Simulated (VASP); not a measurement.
Runs of VASP 6.6.1 on GaAs. Symmetry: I-4m2, No. 119, tetragonal system. Conventional cell: a = 4.007 Å, b = 4.007 Å, c = 5.625 Å, α = 90.00°, β = 90.00°, γ = 90.00°. Around Ga (site symmetry -4m2) lie 4 As at 2.45 Å. Around As (site symmetry -4m2) lie 4 Ga at 2.45 Å. The cell was built by a generator and isn't the measured one.

```tsv
level	potentials or basis	further INCAR settings	pressure (GPa)	moment (μB)
TB-mBJ	VASP PAW PBE potentials, release 64 (Ga_d, As)	ALGO = Normal; EDIFF = 1e-07	-	0.00
r2SCAN	VASP PAW PBE potentials, release 64 (Ga_d, As)	ALGO = Normal; EDIFF = 1e-07	0.6	0.00
LDA	VASP PAW LDA potentials, release 64 (Ga_d, As)	ALGO = Fast; EDIFF = 1e-07	-1.6	0.00
PBE	VASP PAW PBE potentials, release 64 (Ga_d, As)	ALGO = Fast; EDIFF = 1e-07	(a)	0.00
```

Alike in all rows: task single point; spin non-collinear, zero start, SOC; cell as given; k mesh 8 × 8 × 8; cutoff (eV) 520; smearing gaussian 0.02 eV.

Fill in the values left out.

(a) 3.5.

Caveats: the PAW data sets were made with another functional, which shifts forces and pressure a little (some runs).

Not every run made on this cell is shown here.
